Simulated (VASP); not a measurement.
OSZICAR of a VASP run on VSi$_{2}$ (atoms displaced from the space group 191 structure):

### OSZICAR
```
       N       E                     dE             d eps       ncg     rms          rms(c)
DAV:   1     0.575554741307E+02    0.57555E+02   -0.78384E+03  1976   0.841E+02
DAV:   2    -0.180292054149E+02   -0.75585E+02   -0.74737E+02  1728   0.240E+02
DAV:   3    -0.211088693616E+02   -0.30797E+01   -0.30125E+01  2239   0.391E+01
DAV:   4    -0.211623720720E+02   -0.53503E-01   -0.52697E-01  1708   0.489E+00
DAV:   5    -0.211647469952E+02   -0.23749E-02   -0.23509E-02  2273   0.700E-01    0.168E+01
DAV:   6    -0.350707255424E+02   -0.13906E+02   -0.22605E+02  2056   0.611E+01    0.451E+01
DAV:   7    -0.175118480138E+02    0.17559E+02   -0.18276E+02  1853   0.699E+01    0.739E+00
DAV:   8    -0.175478206373E+02   -0.35973E-01   -0.31724E+00  2043   0.944E+00    0.464E+00
DAV:   9    -0.177108951042E+02   -0.16307E+00   -0.51735E-01  2010   0.247E+00    0.464E+00
DAV:  10    -0.178513414740E+02   -0.14045E+00   -0.10536E-01  2067   0.129E+00    0.352E+00
DAV:  11    -0.179281735673E+02   -0.76832E-01   -0.48697E-01  2115   0.294E+00    0.165E+00
DAV:  12    -0.179540206242E+02   -0.25847E-01   -0.39640E-02  2047   0.109E+00    0.688E-01
DAV:  13    -0.179508478941E+02    0.31727E-02   -0.10838E-02  2011   0.657E-01    0.428E-01
DAV:  14    -0.179520872023E+02   -0.12393E-02   -0.52891E-03  2089   0.323E-01    0.236E-01
DAV:  15    -0.179519069315E+02    0.18027E-03   -0.28688E-04  1827   0.105E-01    0.231E-01
DAV:  16    -0.179522802979E+02   -0.37337E-03   -0.26740E-04  2060   0.840E-02    0.929E-02
DAV:  17    -0.179523516134E+02   -0.71316E-04   -0.14119E-04  2057   0.583E-02    0.928E-03
DAV:  18    -0.179523492486E+02    0.23648E-05   -0.81509E-06  1910   0.151E-02    0.195E-02
DAV:  19    -0.179523518373E+02   -0.25887E-05   -0.25395E-06  1348   0.898E-03    0.657E-03
DAV:  20    -0.179523520407E+02   -0.20344E-06   -0.25139E-07   913   0.301E-03
   1 F= -.17952352E+02 E0= -.17869586E+02  d E =-.165532E+00  mag=     3.0301
```

Task: Which electronic solver shows in the log?

Result: It is blocked Davidson (ALGO = Normal, or the opening steps of other solvers). The INCAR had ALGO = Normal.

Task: How was spin treated?

Result: Collinear spin (ISPIN = 2): the summary line carries one mag value, 3.03 μB in the cell.

Task: Can the final energy be trusted as converged?

Result: The calculation finished and met its thresholds. It stopped with EDIFF = 1E-6, NELM = 100 (LDA (Ceperley-Alder, Perdew-Zunger), plane waves, VASP's LDA PAW potentials (set 64)).

The structure was generated: VSi2 was put into an ordered model structure, which need not be its known phase. The cell was not relaxed at this level, atoms are displaced from their ideal sites. The k-mesh is coarse (spacing up to 0.46 per Å, 2π included), so the numbers may not be converged in it. The run is one of a series of settings (GGA removed, POTCAR V_sv Si (LDA.64 set) against the base run), some of them coarse on purpose.
